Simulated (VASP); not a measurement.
A cell of Tb2SeO2 (space group P-3m1) near equilibrium:

```
CELL_PARAMETERS angstrom
      3.84878     0.00000     0.00000
     -1.92439     3.33314     0.00000
      0.00000     0.00000     6.82253
ATOMIC_POSITIONS crystal
  Tb 0.33333 0.66667 0.29091
  Tb 0.66667 0.33333 0.70909
  Se 0.00000 0.00000 0.00000
  O  0.33333 0.66667 0.62530
  O  0.66667 0.33333 0.37470
```

All values below come from r2SCAN meta-GGA, VASP's PBE PAW potentials (set 64) (plane waves; VASP 6.6.1).

The 4f electrons are frozen in the core of the lanthanide potential, so 4f levels, which can set the real gap, and their magnetism are missing.

```
run               ΔE (meV/atom)    σxx    σyy    σzz  largest shear component, with its sign (GPa)  largest force (eV/Å)  gap (eV)
----------------  -------------  -----  -----  -----  --------------------------------------------  --------------------  --------
as it is                    0.0  -0.07  -0.07  -0.03                                          0.00                 0.011      2.51
after one change           17.6   0.86   0.45   0.43                                          0.93                 1.205      2.50
```
Stress is in GPa, positive when the cell is compressed; gaps are those on the k-mesh, and 0.00 means metallic.

Name the change that produced these shifts.
(A) atom 2 (Tb) moved by -0.150 Å along x
(B) atom 2 (Tb) moved by -0.075 Å along x
(C) isotropic strain of -1.0 %
(D) biaxial strain of -3.0 % in the xy plane

A, atom 2 (Tb) moved by -0.150 Å along x

The structure comes from a computed database's Tb2SeO2 entry (P-3m1); how it stands against other phases isn't given here.
